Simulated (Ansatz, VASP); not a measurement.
## One calculation of MgCdO, two programs

```xyz
3
Lattice="3.7791 0.0000 0.0000 -1.8896 3.2728 0.0000 0.0000 0.0000 3.7005" Properties=species:S:1:pos:R:3 pbc="T T T"
Mg    0.0000    0.0000    1.8502
Cd    0.0000    2.1819    0.0000
O     1.8896    1.0909    0.0000
```

Change from the starting cell: species swapped into the TbNiAs type (P-6m2, No. 187).

Alike in both runs: task single point; functional PBE; k mesh 6 × 6 × 6; occupations gaussian, width 0.1 eV; no spin polarisation.

|  | VASP | Ansatz |
| --- | --- | --- |
| version | VASP 6.6.1 | Ansatz 0.2.0 |
| potentials or method | VASP PAW PBE potentials, release 64 (Mg, Cd, O) | scalar-relativistic, plane waves, PAW |
| plane-wave cutoff (eV) | 520 | 420 |
| valence electrons in the cell | 20 | 36 |

|  | VASP | Ansatz | Ansatz less VASP |
| --- | --- | --- | --- |
| gap on the k mesh at the Fermi level (eV) | none | none | - |
| pressure (GPa) | 11.4 | 10.6 | -0.75 |
| largest component of the traceless stress (GPa) | 4.71 | 3.97 | -0.748 |

A gap of «none» marks a metal or a gap that the smearing closes. The two sets of potentials don't hold the same shells in valence.
